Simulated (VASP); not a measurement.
Consider the following.

```
KI
1.0
    0.00000     3.57678     3.57678
    3.57678     0.00000     3.57678
    3.57678     3.57678     0.00000
K I
1 1
Cartesian
  0.00000   0.00000   0.00000
  3.57678   3.57678   3.57678
```

Method: AM05 GGA, VASP's PBE PAW potentials (set 64) (plane waves; VASP). Settings: 520 eV cut-off, Gaussian smearing of 0.050 eV, potentials K_sv I.

Unless said otherwise, spin-orbit coupling is left out, though it shifts the bands of the heavy elements here.

Question: Give the energies of bands 6 to 11 at the high-symmetry points, in eV from the valence-band maximum.

Answer: 
```csv
band,Γ,X,U,L,W
6,0.00,-0.93,-0.79,-1.22,-0.68
7,0.00,-0.34,-0.70,-0.30,-0.68
8,0.00,-0.34,-0.35,-0.30,-0.55
9,3.94,5.05,5.68,5.54,6.50
10,6.55,5.73,6.57,7.65,6.50
11,6.55,8.05,7.59,8.11,6.58
```

The gap is direct, 3.94 eV, from the valence maximum at Γ to the conduction minimum at Γ.

Measured: gap 6.10 eV (computed value off by -2.16 eV), as given by Aguado et al., (1998), arXiv:cond-mat/9809176.

The compound is KI in the rock salt structure. It was relaxed first.
